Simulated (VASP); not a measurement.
Given:

```
CELL_PARAMETERS angstrom
      3.80867     0.00000     0.00000
      0.00000     3.80867     0.00000
      0.00000     0.00000     5.41953
ATOMIC_POSITIONS crystal
  Zn 0.00000 0.00000 0.00000
  Ge 0.50000 0.50000 0.50000
  P  0.00000 0.50000 0.24514
  P  0.50000 0.00000 0.75486
```

Calculation: PBEsol GGA, VASP's PBE PAW potentials (set 64) (plane waves; VASP). Settings: 400 eV cut-off, 7×7×5 Γ-centred mesh, tetrahedra with Blöchl corrections, potentials Zn Ge_d P.

Predict the energy per atom (σ→0).

```yaml
energy per atom (σ→0): -4.692 eV/atom
```

Only differences to runs with the same potentials and settings are physical.

The structure comes from a computed database's ZnGeP2 entry (P-4m2); how it stands against other phases isn't given here. It was relaxed first.
